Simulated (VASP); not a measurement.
Calculation: PBE GGA, VASP's PBE PAW potentials (set 64) (plane waves; VASP).

VASP ran on this input.

**INCAR**
```
ALGO=Normal
EDIFF=1E-6
EDIFFG=-0.02
ENCUT=620
GGA=PE
IBRION=2
ISIF=3
ISMEAR=0
LASPH=T
LCHARG=F
LMAXMIX=4
LREAL=F
LWAVE=F
NELM=100
NSW=40
PREC=Accurate
PSTRESS=50
SIGMA=0.05
SYSTEM=SrO
```

**KPOINTS**
```
Automatic mesh
0
Gamma
9 9 9
0 0 0
```

**POSCAR**
```
SrO
1.0
  0.0000000000   2.5563480054   2.5563480054
  2.5563480054   0.0000000000   2.5563480054
  2.5563480054   2.5563480054   0.0000000000
Sr O
1 1
Direct
  0.0000000000   0.0000000000   0.0000000000
  0.5000000000   0.5000000000   0.5000000000
```

POTCAR, in this order: Sr_sv O (PBE.64 set). Program: vasp_std.

Output

### OUTCAR
```
 ion  position               nearest neighbor table
   1  0.000  0.000  0.000-   2 2.56   2 2.56   2 2.56   2 2.56   2 2.56   2 2.56
   2  0.500  0.500  0.500-   1 2.56   1 2.56   1 2.56   1 2.56   1 2.56   1 2.56
  LATTYP: Found a face centered cubic cell.
 ALAT       =     5.1126960108
 Subroutine PRICEL returns:
 Original cell was already a primitive cell.
 Subroutine GETGRP returns: Found 48 space group operations
The static configuration has the point symmetry O_h .
The dynamic configuration has the point symmetry O_h .
 Subroutine INISYM returns: Found 48 space group operations
 Subroutine IBZKPT returns following result:
 Found     35 irreducible k-points:

 Following reciprocal coordinates:
            Coordinates               Weight
  0.000000  0.000000  0.000000      1.000000
  0.111111  0.000000  0.000000      8.000000
  0.222222  0.000000  0.000000      8.000000
  0.333333  0.000000  0.000000      8.000000
  0.444444  0.000000  0.000000      8.000000
  0.111111  0.111111  0.000000      6.000000
  0.222222  0.111111  0.000000     24.000000
  0.333333  0.111111  0.000000     24.000000
  0.444444  0.111111  0.000000     24.000000
 -0.444444  0.111111  0.000000     24.000000
 -0.333333  0.111111  0.000000     24.000000
 -0.222222  0.111111  0.000000     24.000000
 -0.111111  0.111111  0.000000     12.000000
  0.222222  0.222222  0.000000      6.000000
  0.333333  0.222222  0.000000     24.000000
  0.444444  0.222222  0.000000     24.000000
 -0.444444  0.222222  0.000000     24.000000
 -0.333333  0.222222  0.000000     24.000000
 -0.222222  0.222222  0.000000     12.000000
  0.333333  0.333333  0.000000      6.000000
  0.444444  0.333333  0.000000     24.000000
 -0.444444  0.333333  0.000000     24.000000
 -0.333333  0.333333  0.000000     12.000000
  0.444444  0.444444  0.000000      6.000000
...
```

**OSZICAR**
```
       N       E                     dE             d eps       ncg     rms          rms(c)
DAV:   1     0.866291214996E+02    0.86629E+02   -0.97144E+03   840   0.149E+03
DAV:   2    -0.998977704946E+01   -0.96619E+02   -0.88145E+02  1104   0.272E+02
DAV:   3    -0.141235083115E+02   -0.41337E+01   -0.41055E+01  1096   0.547E+01
DAV:   4    -0.142313592782E+02   -0.10785E+00   -0.10781E+00  1132   0.829E+00
DAV:   5    -0.142339012029E+02   -0.25419E-02   -0.25419E-02  1132   0.100E+00    0.174E+01
DAV:   6    -0.121396577463E+02    0.20942E+01   -0.10329E+01   968   0.246E+01    0.207E+01
DAV:   7    -0.120348294154E+02    0.10483E+00   -0.56203E-01  1048   0.681E+00    0.119E+01
DAV:   8    -0.120268483587E+02    0.79811E-02   -0.13712E-01   900   0.413E+00    0.859E-01
DAV:   9    -0.120272315400E+02   -0.38318E-03   -0.13736E-02  1128   0.101E+00    0.210E-01
DAV:  10    -0.120278714872E+02   -0.63995E-03   -0.12166E-03   876   0.356E-01    0.493E-02
DAV:  11    -0.120279888767E+02   -0.11739E-03   -0.18063E-04  1012   0.119E-01    0.451E-02
DAV:  12    -0.120280014529E+02   -0.12576E-04   -0.22603E-05   952   0.476E-02    0.205E-02
DAV:  13    -0.120280009665E+02    0.48634E-06   -0.32500E-06  1028   0.205E-02
   1 F= -.10985325E+02 E0= -.10985325E+02  d E =-.109853E+02
```

OUTCAR:
```
------------------------ aborting loop because EDIFF is reached ----------------------------------------
  FORCE on cell =-STRESS in cart. coord.  units (eV):
  Direction    XX          YY          ZZ          XY          YZ          ZX
  --------------------------------------------------------------------------------------
  Total        1.0469754      1.0469754      1.0469754     -0.0000000     -0.0000000     -0.0000000
  in kB       50.2061730     50.2061730     50.2061730     -0.0000000     -0.0000000     -0.0000000
  external PRESSURE =       0.2061730 kB  Pullay stress =      50.0000000 kB
  volume of cell :       33.41
      direct lattice vectors                 reciprocal lattice vectors
     0.000000000  2.556348005  2.556348005    -0.195591523  0.195591523  0.195591523
     2.556348005  0.000000000  2.556348005     0.195591523 -0.195591523  0.195591523
     2.556348005  2.556348005  0.000000000     0.195591523  0.195591523 -0.195591523
  FREE ENERGIE OF THE ION-ELECTRON SYSTEM (eV)
  ---------------------------------------------------
  free  energy   TOTEN  =       -12.0280009665 eV

  energy  without entropy=      -12.0280009665  energy(sigma->0) =      -12.02800097
  enthalpy is  TOTEN    =       -10.9853250447 eV   P V=        1.0426759218

 reached required accuracy - stopping structural energy minimisation
```
(Selected blocks of OUTCAR.)

The compound is SrO in the rock salt structure. It was relaxed first under an external pressure of 5 GPa.
